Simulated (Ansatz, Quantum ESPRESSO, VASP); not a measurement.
**AlAs (F-43m, 2 atoms in the cell) computed with different codes at matched settings**

Self-consistent single point.

```yaml
crystal:
  lattice:
    - [0.00000, 2.83000, 2.83000]
    - [2.83000, 0.00000, 2.83000]
    - [2.83000, 2.83000, 0.00000]
  atoms:
    - { symbol: Al, position: [0.00000, 0.00000, 0.00000] }
    - { symbol: As, position: [0.25000, 0.25000, 0.25000] }
```

Shared settings, as Ansatz (a quantum-chemistry and plane-wave program) writes them: kpoints.mp_grid.grid = 8 8 8; magnetization.spin_orbit = true; scf.occupations.method = fermi_dirac; scf.occupations.width = 0.0037 Ry. Potentials and cutoffs stand in the table.

```csv
code,model,pressure (GPa),gap on the mesh (eV),cutoff
Ansatz,"PBE with spin-orbit coupling, default PAW files",2.59,–,30.9 Ry
VASP,"PBE, spin-orbit coupling, VASP's PBE PAW potentials (set 64)",–,1.337,300 eV
Quantum ESPRESSO,"PBE, spin-orbit coupling, PSlibrary fully relativistic PAW (PBE) pseudopotentials",2.80,1.325,35 Ry
```

A dash marks a value that a program does not give, or that is left out as unsure.

No gap is tabulated for Ansatz: it is not read from that output, or partly filled or unconverged empty levels leave it unsure.

Gaps are read on the mesh.

The spread over the programs that give each value: pressure within 0.21 GPa; gap on the mesh within 0.012 eV.

Ansatz's pressure is given at a fixed set of plane waves, as the other plane-wave codes print theirs.

VASP's run is marked for a possible Pulay error in its stress at this cutoff; no cutoff test was made.

The starting cell has typed, rounded lattice constants, without a prior relaxation at this level.

Left out of this page: ABINIT, Elk and SIESTA (not drawn, or without a comparable value); FLEUR (failed or unconverged).

Keys are those of Ansatz 0.2.
